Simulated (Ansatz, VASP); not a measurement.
# Cross-check of SnTeSe (1T-SnSeTe bilayer, AA) between VASP and Ansatz, part 2 of 2

Aim: how closely do two programs agree when they are given the same cell, functional and k mesh? Of the first pair: The structure shown is the start of the Ansatz relaxation below; VASP solves that cell, so the two are compared at the walk's first step.

VASP 6.6.1 and Ansatz 0.2.0.

So far. Step 4 (Comparison): The forces differ by 10.0 meV/Å r.m.s., which is 0.4 % of the r.m.s. force of 2.454 eV/Å (both taken over all components). With vacuum in the cell, a pressure given here is an average over mostly empty space and none of the material.

## Step 5: Ansatz: relaxation, PBE with D3(BJ)

Level of this step: Ansatz beside VASP: Kohn-Sham DFT, plane waves, PBE with D3(BJ) (Ansatz).

This run makes the geometry at which the two programs are then compared.

The structure compared here is the end of the Ansatz relaxation.

Input file input.yaml:

```yaml
crystal:
  lattice:
    - [3.8272765, 0.0, 0.0]
    - [-1.91363825, 3.3145186763, 0.0]
    - [0.0, 0.0, 47.641175644]
  atoms:
    - { symbol: Te, position: [0.6666666667, 0.3333333333, 0.4124583353] }
    - { symbol: Sn, position: [0.0, 0.0, 0.4432011229] }
    - { symbol: Se, position: [0.3333333333, 0.6666666667, 0.4664156063] }
    - { symbol: Te, position: [0.6666666667, 0.3333333333, 0.5335843937] }
    - { symbol: Sn, position: [0.0, 0.0, 0.5643271813] }
    - { symbol: Se, position: [0.3333333333, 0.6666666667, 0.5875416647] }
  periodic: [true, true, false]
kpoints:
  mp_grid: { grid: [12, 12, 1] }
hamiltonian:
  xc: pbe
  dispersion: d3bj
scf:
  occupations: { method: fermi_dirac, width: 0.05 }
  convergence: { dr2_threshold: 1.0e-09 }
relax:
  f_tol: 0.004
  max_steps: 90
  cell: {}
output:
  write_potential: true
  write_density: true
  volumetric_format: npy
```

The run is started by

```
> ansatz run input.yaml --threads 4 --pin off --max-ram 6144MiB --backend cpu --events-out ev --progress --plain --runs-dir out
```

Numbers of over 12 decimals in the logs are rounded to 6 here.

Log:

```text
[...]
Crystal: 6 atoms, lattice volume = 604.356 Å³
Basis set: ecut = 420 eV, 11799 PW (Γ), exchange–correlation on 54×54×640 points (8 copies of the dense FFT grid, shifted against one another)
Bands: 56, of which v1, the nominal top of the filled ones, is band 46 counted from 1 (45 counted from 0)
Symmetry: 6 space group operations
[...]
- [3.957418, 4.816198446447259e-18, 0]
    - [-1.978709, 3.427224, 0]
    - [0, 0, 47.641175644]
  atoms:
    - { symbol: Te, position: [0.666667, 0.333333, 0.399715] }
    - { symbol: Sn, position: [-2.3267276337925326e-18, 0, 0.438150] }
    - { symbol: Se, position: [0.333333, 0.666667, 0.471310] }
    - { symbol: Te, position: [0.666667, 0.333333, 0.529378] }
    - { symbol: Sn, position: [1.7142645511466923e-18, 0, 0.568048] }
    - { symbol: Se, position: [0.333333, 0.666667, 0.600926] }
[key lines of the parts left out:]
SCF converged after 7 iterations
Free energy (F): -36949.515221 eV
Fermi energy:    -5.144700 eV
P = ½ c Tr σ = -0.0387 N/m
```

## Step 6: VASP: single point, PBE with D3(BJ), relaxed cell, pair 2

The same cell, functional, mesh and smearing now go to VASP, with its own data sets.

Input file INCAR:

```
SYSTEM = SnTeSe
PREC = Accurate
ENCUT = 400
EDIFF = 1E-06
NELM = 120
ISMEAR = -1
SIGMA = 0.05
LREAL = .FALSE.
ALGO = Normal
GGA = PE
IVDW = 12
NBANDS = 32
LORBIT = 11
LWAVE = .FALSE.
LCHARG = .FALSE.
ISIF = 2
LDIPOL = .TRUE.
IDIPOL = 3
DIPOL = 0.5 0.5 0.501
LVHAR = .TRUE.
LASPH = .TRUE.
GGA_COMPAT = .FALSE.
NELMDL = -8
KPAR = 2
```

Input file POSCAR:

```
SnTeSe
1.0
    3.9574178772      0.0000000000      0.0000000000
   -1.9787089386      3.4272244150      0.0000000000
    0.0000000000      0.0000000000     47.6411756440
Te Sn Se
2 2 2
Direct
    0.6666666667      0.3333333333      0.3997149098
    0.6666666667      0.3333333333      0.5293782657
    0.0000000000      1.0000000000      0.4381502791
    0.0000000000      1.0000000000      0.5680484946
    0.3333333334      0.6666666666      0.4713098920
    0.3333333334      0.6666666666      0.6009264631
```

Input file KPOINTS:

```
Automatic mesh
0
Gamma
12 12 1
0 0 0
```

The projector-augmented-wave data sets are Te, Sn_d and Se (PBE family, release 64).

The run is started by

```
> mpirun -np 2 vasp_std
```

Log:

```text
[... set-up lines as in an earlier step ...]
 entering main loop
       N       E                     dE             d eps       ncg     rms          rms(c)
DAV:   1     0.352801992521E+03    0.35280E+03   -0.18762E+04  1560   0.104E+03
DAV:   2     0.188050001397E+02   -0.33400E+03   -0.32978E+03  1632   0.249E+02
DAV:   3    -0.207568943929E+02   -0.39562E+02   -0.39205E+02  1496   0.105E+02
DAV:   4    -0.222612209872E+02   -0.15043E+01   -0.14989E+01  1592   0.239E+01
[...]
DAV:  30    -0.219908411388E+02   -0.90841E-05   -0.38663E-06  1120   0.939E-03    0.251E-03
DAV:  31    -0.219908443063E+02   -0.31675E-05   -0.16774E-06  1064   0.609E-03    0.397E-03
DAV:  32    -0.219908448397E+02   -0.53345E-06   -0.10793E-07   800   0.197E-03
   1 F= -.23989698E+02 E0= -.23982503E+02  d E =-.143898E-01
```

OUTCAR, selected parts (step 6):

```text
 Edisp (eV)   -1.99885

  Total      -0.03629    -0.03629     0.02635     0.00000    -0.00000    -0.00000
  in kB      -0.08997    -0.08997     0.06533     0.00000    -0.00000    -0.00000
  external pressure =       -0.04 kB  Pullay stress =        0.00 kB

 POSITION                                       TOTAL-FORCE (eV/Angst)
 -----------------------------------------------------------------------------------
      1.97871      1.14241     19.04289        -0.000000      0.000000     -0.013249
      1.97871      1.14241     25.22020         0.000000     -0.000000     -0.012799
      0.00000      0.00000     20.87399         0.000000     -0.000000      0.003427
      0.00000      0.00000     27.06250         0.000000     -0.000000     -0.001270
      0.00000      2.28482     22.45376        -0.000000      0.000000      0.011273
      0.00000      2.28482     28.62884        -0.000000      0.000000      0.012620
 -----------------------------------------------------------------------------------
    total drift:                               -0.000000      0.000000      0.000307

  FREE ENERGIE OF THE ION-ELECTRON SYSTEM (eV)
  ---------------------------------------------------
  free  energy   TOTEN  =       -23.9896975694 eV

  energy  without entropy=      -23.9753077238  energy(sigma->0) =      -23.98250265

[... 1 part as in an earlier step ...]

[... 2 further parts left out ...]
[key lines of the parts left out:]
E-fermi :  -2.3131
```

## Step 7: Comparison

What differs besides the data sets and the points named for the pairs above, as far as they apply: the data sets hold 92 valence electrons in Ansatz (on its default PAW (the set named soft_2) files) and 52 in VASP. Total energies have different zeros and are not compared.

At this near-relaxed geometry the largest component of a force difference is 14 meV/Å. With vacuum in the cell, a pressure given here is an average over mostly empty space and none of the material.

## Step 8: Summary of results

```
r.m.s. force difference (single point, PBE with D3(BJ), start cell, pair 1)   : 0.41 % of the r.m.s. force
r.m.s. force difference (single point, PBE with D3(BJ), relaxed cell, pair 2) : 6.3 meV/Å
```

What this shows: The r.m.s. force difference is 6.3 meV/Å (single point, PBE with D3(BJ), relaxed cell, pair 2), within the 12 meV/Å picked in this series as the mark of a large difference. The data sets hold unlike numbers of valence electrons (92 in Ansatz and 52 in VASP), so part of the differences comes from the potentials. How closely two codes agree says nothing of how well the functional describes the real material.

[Lines on the potential files, build, host, timing and source positions are cut from VASP's logs without a mark.]

[Logs are printed without paths, hosts, clocks, repeated set-up lines and the standing remarks that a program may print on its own settings, such as how far it seeks lower states.]

[Hosts, paths, dates, database ids (printed as entryN), source tags and the programs' standing remarks are cut or masked in the printed files.]
